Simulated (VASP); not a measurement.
Set up this calculation in VASP 6.6.1, as the native input.

- Task: relaxation of cell and atoms
- Functional: PBE
- Potentials or basis: VASP PAW PBE potentials, release 64 (Al)
- Cutoff: 300 eV
- k mesh: 8 × 8 × 8
- Occupations: methfessel-paxton, width 0.1 eV
- Spin: no spin polarisation
- Further INCAR settings: ALGO = Normal; EDIFF = 1e-06; IBRION = 2; EDIFFG = -0.01; NSW = 90; ISIF = 3

The structure of Al lies in POSCAR:

```
Al
1.0
    0.0000000000      2.0248050000      2.0248050000
    2.0248050000      0.0000000000      2.0248050000
    2.0248050000      2.0248050000      0.0000000000
Al
1
Direct
    0.0000000000      0.0000000000      0.0000000000
```

The input as run:

INCAR

```
PREC = Accurate ; ENCUT = 300
EDIFF = 1E-6 ; ISMEAR = 1
SIGMA = 0.1 ; LREAL = F
LASPH = T ; NELM = 80
ALGO = Normal ; ISIF = 3
LWAVE = F ; LCHARG = F
GGA = PE ; IBRION = 2
NSW = 90 ; EDIFFG = -0.01
```

KPOINTS

```
regular mesh
0
Gamma
  8 8 8
```

Potentials or basis: VASP PAW PBE potentials, release 64 (Al).

The run is started by

```bash
$ cat potpaw_PBE.64/Al/POTCAR > POTCAR
$ mpirun -np 1 vasp_std > vasp.out
```

It gave:

The relaxed volume is 16.50 Å³/atom. The relaxed cell is a = 2.858 Å, b = 2.858 Å, c = 2.858 Å, α = 60.00°, β = 60.00°, γ = 60.00° and the space group after relaxing (to 0.05 Å) is Fm-3m (No. 225). The energy gained by relaxing is 0.2 meV/atom and the ionic steps are 3. The pressure after relaxing is 0.0 GPa and the band gap on the k mesh is none (metal or under the smearing width).

Wall time 1.4 s on 1 thread of Intel(R) Xeon(R) 6975P-C (Granite Rapids), on a shared host, peak memory 0.1 GiB.
